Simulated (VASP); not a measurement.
These are PBE GGA, VASP's PBE PAW potentials (set 64) (plane waves; VASP) values and carry that method's errors.

The input files of a VASP run:

### POSCAR
```
ZrB2
1.0
  1.5868785584  -2.7485547603   0.0000000000
  1.5868785584   2.7485547603   0.0000000000
  0.0000000000   0.0000000000   3.5400058749
Zr B
1 2
Cartesian
  0.0000000000   0.0000000000   0.0000000000
  1.5868785584   0.9161867525   1.7700029374
  1.5868785584  -0.9161867525   1.7700029374
```

### INCAR
```
! general
SYSTEM  = ZrB2
PREC    = Accurate
ENCUT   = 520   ! plane-wave cut-off (eV)
LREAL   = .False.   ! projection in real space or not
LASPH   = .True.

! electronic loop
EDIFF   = 1E-6   ! SCF stop (eV)
NELM    = 100   ! most electronic steps
ALGO    = Normal   ! blocked Davidson
LMAXMIX = 4

! smearing
ISMEAR  = 1   ! Methfessel-Paxton
SIGMA   = 0.1   ! width (eV)

! functional
GGA     = PE

! ions
IBRION  = 2   ! conjugate gradients
NSW     = 60
ISIF    = 3
EDIFFG  = -0.02

! output
LWAVE   = .False.
LCHARG  = .False.
```

**KPOINTS**
```
Automatic mesh
0
Gamma
10 10 8
0 0 0
```

POTCAR, in this order: Zr_sv B (PBE.64 set). Program: vasp_std.

Output of the run:

OSZICAR:
```
       N       E                     dE             d eps       ncg     rms          rms(c)
DAV:   1     0.110060819985E+03    0.11006E+03   -0.98655E+03  1820   0.138E+03
DAV:   2    -0.221010312567E+02   -0.13216E+03   -0.12826E+03  2105   0.336E+02
DAV:   3    -0.275321347662E+02   -0.54311E+01   -0.53369E+01  2941   0.593E+01
DAV:   4    -0.276454972738E+02   -0.11336E+00   -0.11333E+00  2303   0.813E+00
DAV:   5    -0.276490412968E+02   -0.35440E-02   -0.35439E-02  2820   0.104E+00    0.214E+01
DAV:   6    -0.250076162758E+02    0.26414E+01   -0.77744E+00  2178   0.198E+01    0.867E+00
DAV:   7    -0.249765901587E+02    0.31026E-01   -0.89278E-01  2725   0.619E+00    0.307E+00
DAV:   8    -0.249778318452E+02   -0.12417E-02   -0.98845E-02  2210   0.291E+00    0.789E-01
DAV:   9    -0.249749139548E+02    0.29179E-02   -0.17312E-02  2280   0.108E+00    0.145E-01
DAV:  10    -0.249748793663E+02    0.34588E-04   -0.87131E-04  2410   0.276E-01    0.435E-02
DAV:  11    -0.249748926855E+02   -0.13319E-04   -0.31167E-05  2387   0.674E-02    0.128E-02
DAV:  12    -0.249748925240E+02    0.16155E-06   -0.17314E-06  1759   0.142E-02
   1 F= -.24974893E+02 E0= -.24974817E+02  d E =-.249749E+02
       N       E                     dE             d eps       ncg     rms          rms(c)
DAV:   1    -0.249756817788E+02   -0.78909E-03   -0.39974E-02  1930   0.205E+00    0.159E-01
DAV:   2    -0.249752599905E+02    0.42179E-03   -0.12427E-03  2090   0.323E-01    0.743E-02
DAV:   3    -0.249751103316E+02    0.14966E-03   -0.36755E-04  2331   0.173E-01    0.375E-02
DAV:   4    -0.249751114929E+02   -0.11613E-05   -0.21398E-05  2272   0.393E-02    0.119E-02
DAV:   5    -0.249751124079E+02   -0.91503E-06   -0.25711E-06  1955   0.154E-02
   2 F= -.24975112E+02 E0= -.24975034E+02  d E =-.219884E-03
```

**OUTCAR**
```
------------------------ aborting loop because EDIFF is reached ----------------------------------------
  FORCE on cell =-STRESS in cart. coord.  units (eV):
  Direction    XX          YY          ZZ          XY          YZ          ZX
  --------------------------------------------------------------------------------------
  Total        0.0371497      0.0371497      0.0158279      0.0000000      0.0000000      0.0000000
  in kB        1.9291507      1.9291514      0.8219301      0.0000000      0.0000000      0.0000000
  external PRESSURE =       1.5600774 kB  Pullay stress =       0.0000000 kB
  volume of cell :       30.85
      direct lattice vectors                 reciprocal lattice vectors
     1.584631627 -2.744662958  0.000000000     0.315530746 -0.182171730  0.000000000
     1.584631627  2.744662958 -0.000000000     0.315530746  0.182171730  0.000000000
    -0.000000000 -0.000000000  3.546925630     0.000000000  0.000000000  0.281934302
 POSITION                                       TOTAL-FORCE (eV/Angst)
 -----------------------------------------------------------------------------------
      1.58463      2.74466     -0.00000        -0.000000      0.000000     -0.000000
      1.58463      0.91489      1.77346         0.000000     -0.000000      0.000000
      1.58463     -0.91489      1.77346        -0.000000      0.000000     -0.000000
 -----------------------------------------------------------------------------------
    total drift:                                0.000000      0.000000      0.000000
  FREE ENERGIE OF THE ION-ELECTRON SYSTEM (eV)
  ---------------------------------------------------
  free  energy   TOTEN  =       -24.9751124079 eV

  energy  without entropy=      -24.9748773389  energy(sigma->0) =      -24.97503405

 reached required accuracy - stopping structural energy minimisation
```
(Selected blocks of OUTCAR.)

CONTCAR:
```
ZrB2
   1.00000000000000
     1.5846316265853631   -2.7446629582321616    0.0000000000000000
     1.5846316265853631    2.7446629582321616   -0.0000000000000000
    -0.0000000000000000   -0.0000000000000000    3.5469256299705645
  Zr              B
     1     2
Direct
     0.0000000000000000    1.0000000000000000    0.0000000000000000
     0.3333330000000032    0.6666669999999968    0.5000000000000000
     0.6666669999999968    0.3333330000000032    0.5000000000000000
```

The compound is ZrB2 in the AlB2 type structure. This run relaxes it. Symmetry was kept, so distortions that lower it aren't found. The start is the result of an earlier pass.
